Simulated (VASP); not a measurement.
# CaAsH (P4/nmm) in VASP: single point with r2SCAN

Aim: the single point of CaAsH with r2SCAN.

Everything below comes from runs of VASP 6.6.1. Logs are shortened: lines on timing, memory, paths and dates and some standing lists are left out, and cuts for length are marked.

### Step 1. The crystal as given

It takes space group P4/nmm (No. 129, tetragonal). The conventional cell has a = 3.740 Å, b = 3.740 Å, c = 6.664 Å, α = 90.00°, β = 90.00°, γ = 90.00°. Ca (site symmetry 4mm) is surrounded by 4 H at 2.11 Å. H (site symmetry -4m2) has 4 Ca at 2.11 Å as nearest neighbours. As (site symmetry 4mm) has 4 H at 2.76 Å and 5 Ca at 2.85 to 3.01 Å as nearest neighbours.

The cell was built by a generator and needn't be a form met in nature.

### Step 2. Single point, r2SCAN

Contents of POSCAR:

```
CaAsH
1.0
    3.7403550000      0.0000000000      0.0000000000
    0.0000000000      3.7403550000      0.0000000000
    0.0000000000      0.0000000000      6.6638730000
Ca H As
2 2 2
Direct
    0.0000000000      0.5000000000      0.1460000000
    0.5000000000      0.0000000000      0.8540000000
    0.0000000000      0.0000000000      0.0000000000
    0.5000000000      0.5000000000      0.0000000000
    0.0000000000      0.5000000000      0.6950000000
    0.5000000000      0.0000000000      0.3050000000
```

Contents of INCAR.step1:

```
SYSTEM = CaAsH
  ALGO = Normal
  EDIFF = 1E-4
  ENCUT = 520
  GGA = PE
  ISMEAR = -1
  LASPH = .True.
  LCHARG = .False.
  LREAL = .False.
  LWAVE = .True.
  NBANDS = 25
  NELECT = 31.0
  NELM = 80
  PREC = Accurate
  SIGMA = 0.0146
```

Contents of INCAR.step2:

```
SYSTEM = CaAsH
  ALGO = Normal
  EDIFF = 1E-7
  ENCUT = 520
  ISIF = 2
  ISMEAR = -1
  ISTART = 1
  LASPH = .True.
  LCHARG = .False.
  LMIXTAU = .True.
  LREAL = .False.
  LWAVE = .False.
  METAGGA = R2SCAN
  NBANDS = 25
  NELECT = 31.0
  NELM = 80
  PREC = Accurate
  SIGMA = 0.0146
```

Contents of KPOINTS:

```
k-points
0
Gamma
  9 9 5
  0 0 0
```

Potentials or basis: VASP PAW PBE potentials, release 64 (Ca_sv, H, As).

Run with:

```bash
cat potpaw_PBE.64/Ca_sv/POTCAR potpaw_PBE.64/H/POTCAR potpaw_PBE.64/As/POTCAR > POTCAR
cp INCAR.step1 INCAR
mpirun -np 1 vasp_std > vasp.out
cp INCAR.step2 INCAR
mpirun -np 1 vasp_std > vasp.out
```

OUTCAR:

```text
SYSTEM = CaAsH
   EDIFF = 1E-7
   ENCUT = 520
   ISIF = 2
   ISMEAR = -1
   ISTART = 1
   LASPH = .True.
   LREAL = .False.
   METAGGA = R2SCAN
   NELECT = 31.0
   NELM = 80
   PREC = Accurate

 ion  position               nearest neighbor table
   1  0.000  0.500  0.146-   6 2.85   6 2.85   6 2.85   6 2.85   5 3.01
   2  0.500  0.000  0.854-   5 2.85   5 2.85   5 2.85   5 2.85   6 3.01
   3  0.000  0.000  0.000-
   4  0.500  0.500  0.000-
   5  0.000  0.500  0.695-   2 2.85   2 2.85   2 2.85   2 2.85   1 3.01
   6  0.500  0.000  0.305-   1 2.85   1 2.85   1 2.85   1 2.85   2 3.01

  LATTYP: Found a simple tetragonal cell.
 ALAT       =     3.7403550000
 C/A-ratio  =     1.7816151141

  Lattice vectors:

 A1 = (   3.7403550000,   0.0000000000,   0.0000000000)
 A2 = (   0.0000000000,   3.7403550000,   0.0000000000)
 A3 = (   0.0000000000,   0.0000000000,   6.6638730000)

Analysis of symmetry for initial positions (statically):
=====================================================================
 Subroutine PRICEL returns:
 Original cell was already a primitive cell.

 Routine SETGRP: Setting up the symmetry group for a
 simple tetragonal supercell.

 Subroutine GETGRP returns: Found 16 space group operations
 (whereof  8 operations were pure point group operations)
 out of a pool of 16 trial point group operations.

The static configuration has the point symmetry D_2d.
 The point group associated with its full space group is D_4h.

Analysis of symmetry for dynamics (positions and initial velocities):
=====================================================================
 Subroutine PRICEL returns:
 Original cell was already a primitive cell.

 Routine SETGRP: Setting up the symmetry group for a
 simple tetragonal supercell.

 Subroutine GETGRP returns: Found 16 space group operations
 (whereof  8 operations were pure point group operations)
 out of a pool of 16 trial point group operations.

The dynamic configuration has the point symmetry D_2d.
 The point group associated with its full space group is D_4h.

 Subroutine INISYM returns: Found 16 space group operations
 (whereof  8 operations are pure point group operations),
 and found     1 'primitive' translations

----------------------------------------------------------------------------------------

                                     Primitive cell

[... 100 lines left out ...]
   EDIFFG = 0.1E-05   stopping-criterion for IOM
   NSW    =      0    number of steps for IOM
   IBRION =     -1    ionic relax: 0-MD 1-quasi-New 2-CG
   NFREE  =      0    steps in history (QN), initial steepest desc. (CG)
   ISIF   =      2    stress and relaxation
   ISYM   =      2    0-nonsym 1-usesym 2-fastsym
   POTIM  = 0.5000    time-step for ionic-motion
   TEBEG  =    0.0;   TEEND  =   0.0 temperature during run
   PSTRESS=    0.0 pullay stress
   NELECT =      31.0000    total number of electrons
   NUPDOWN=      -1.0000    fix difference up-down
   EMIN   =  10.00;   EMAX   =-10.00  energy-range for DOS
   EFERMI =   0.00;   METHOD = LEGACY
   ISMEAR =    -1;   SIGMA  =   0.01  broadening in eV -4-tet -1-fermi 0-gaus
   EFERMI_NEDOS =   21; number of points for ismear=-14 and -15
   IALGO  =     38    algorithm
   IMIX   =      4    mixing-type and parameters
     AMIX     =   0.40;   BMIX     =  1.00
     AMIX_MAG =   1.60;   BMIX_MAG =  1.00
  volume/ion in A,a.u.               =      15.54       104.86
  Fermi-wavevector in a.u.,A,eV,Ry     =   1.134169  2.143269 17.501723  1.286340
  Thomas-Fermi vector in A             =   2.270873
   LORBIT       =      0    0 simple, 1 ext, 2 COOP (PROOUT), +10 PAW based schemes
   METAGGA = R2SCAN    functional components
   LHFCALC =     F    Hartree Fock is set to
   AEXX    =    0.0000 exact exchange contribution
   IVDW    =     0    specifies the selected vdW correction
   LEPSILON=     F    determine dielectric tensor
   LRPA    =     F    only Hartree local field effects (RPA)
 non-spin polarized calculation
  energy-cutoff  :      520.00
  volume of cell :       93.23
 maximum number of plane-waves:      2526
 NGX is ok and might be reduce to    28
   NGX = 13   NGY = 13   NGZ = 25

 number of electron      30.9999996 magnetization

 Free energy of the ion-electron system (eV)
  ---------------------------------------------------
  ext. energy  EPLUGINS =         0.00000000
  ---------------------------------------------------
  free energy    TOTEN  =       -54.26770702 eV

  energy without entropy =      -54.26554342  energy(sigma->0) =      -54.26662522

 E-fermi :   3.2639     XC(G=0): -10.3084

 val. band max:        3.2406183445   @ k =   0.3333   0.3333   0.4000
 cond. band min:       3.2726359241   @ k =   0.4444   0.1111   0.0000
 fundamental gap:      0.0320175796
 Fermi energy:         3.2639352489

 k-point     1 :       0.0000    0.0000    0.0000
  band No.  band energies     occupation
      1     -37.0345      2.00000
      2     -36.9329      2.00000
      3     -17.4433      2.00000
      4     -17.3030      2.00000
      5     -17.3030      2.00000
      6     -17.1769      2.00000
[... 661 lines left out ...]
     24      10.3698      0.00000
     25      10.6924      0.00000

 [... further k-points ...]

------------------------ aborting loop because EDIFF is reached ----------------------------------------

  FORCE on cell =-STRESS in cart. coord.  units (eV):
  Direction    XX          YY          ZZ          XY          YZ          ZX
  --------------------------------------------------------------------------------------
  -------------------------------------------------------------------------------------
  Total        1.9034907      1.9034907     -2.8846145      0.0000000      0.0000000      0.0000000
  in kB       32.7121415     32.7121415    -49.5730915      0.0000000      0.0000000      0.0000000
  external PRESSURE =       5.2837305 kB  Pullay stress =       0.0000000 kB

 VOLUME and BASIS-vectors are now :
 -----------------------------------------------------------------------------
  energy-cutoff  :      520.00
  volume of cell :       93.23
      direct lattice vectors                 reciprocal lattice vectors
     3.740355000  0.000000000  0.000000000     0.267354302  0.000000000  0.000000000
     0.000000000  3.740355000  0.000000000     0.000000000  0.267354302  0.000000000
     0.000000000  0.000000000  6.663873000     0.000000000  0.000000000  0.150062884

 POSITION                                       TOTAL-FORCE (eV/Angst)
 -----------------------------------------------------------------------------------
      0.00000      1.87018      0.97293        -0.000000      0.000000      1.694106
      1.87018      0.00000      5.69095         0.000000      0.000000     -1.694106
      0.00000      0.00000      0.00000        -0.000000     -0.000000      0.000000
      1.87018      1.87018      0.00000        -0.000000      0.000000      0.000000
      0.00000      1.87018      4.63139        -0.000000      0.000000     -1.759640
      1.87018      0.00000      2.03248        -0.000000      0.000000      1.759640
 -----------------------------------------------------------------------------------
    total drift:                                0.000000      0.000000      0.000000

  FREE ENERGIE OF THE ION-ELECTRON SYSTEM (eV)
  ---------------------------------------------------
  free  energy   TOTEN  =       -54.2677070244 eV

  energy  without entropy=      -54.2655434161  energy(sigma->0) =      -54.26662522
```

Run time: 4.3 min. Hardware: 1 thread of AMD EPYC 9R14 (Zen 4), shared host; peak memory 0.23 GiB.

Results:

```
Free energy            : -54.2677 eV
Largest force          : 1.760 eV/Å
Band gap on the k mesh : none (metal or under the smearing width)
```

Forces on the atoms (eV/Å):
```
Ca   0.000  0.000  1.694
Ca   0.000  0.000 -1.694
H    0.000  0.000  0.000
H    0.000  0.000  0.000
As   0.000  0.000 -1.760
As   0.000  0.000  1.760
```

Levels at points of the mesh, in eV from the Fermi level:
```tsv
k point	band 12	band 13	band 14	band 15	band 16	band 17	band 18	band 19
(0.00, 0.00, 0.00)	-2.90	0.04	0.45	0.45	0.84	1.14	1.14	3.98
```

Caveat: the cell carries a net charge on a neutralising background, which shifts energy and pressure; the cell is charged against a uniform background, so pressure and absolute levels hang on convention; the PAW data sets were made with another functional, which shifts forces and pressure a little.
